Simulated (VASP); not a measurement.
A run of VASP 6.6.1:

The input INCAR:

```
ALGO = Normal
EDIFF = 1E-7
ENCUT = 520
GGA = PS
ISIF = 2
ISMEAR = -1
LASPH = T
LCHARG = T
LELF = T
LREAL = F
LVHAR = T
LWAVE = F
NBANDS = 20
NELM = 100
PREC = Accurate
SIGMA = 0.05
```

KPOINTS

```
k-points
0
Gamma
  9 9 8
```

The input POSCAR:

```
TaRu
1.0
    3.0530000000      0.0000000000      0.0000000000
    0.0000000000      3.0530000000      0.0000000000
    0.0000000000      0.0000000000      3.3890000000
Ta Ru
1 1
Direct
    0.5000000000      0.5000000000      0.5000000000
    0.0000000000      0.0000000000      0.0000000000
```

Potentials or basis: VASP PAW PBE potentials, release 64 (Ta_pv, Ru_pv).

Run with:

```sh
$ cat potpaw_PBE.64/Ta_pv/POTCAR potpaw_PBE.64/Ru_pv/POTCAR > POTCAR
$ mpirun -np 1 vasp_std > vasp.out
```

Hardware: 1 thread of Intel(R) Xeon(R) Platinum 8259CL CPU @ 2.50GHz (Skylake/Cascade Lake), on a shared host.

**Question.** How long does it take, and how much memory?

**Answer.** Wall time 28 s on 1 thread of Intel(R) Xeon(R) Platinum 8259CL CPU @ 2.50GHz (Skylake/Cascade Lake) (shared host), peak memory 0.17 GiB. Counts: scf iterations 14, k points 75.
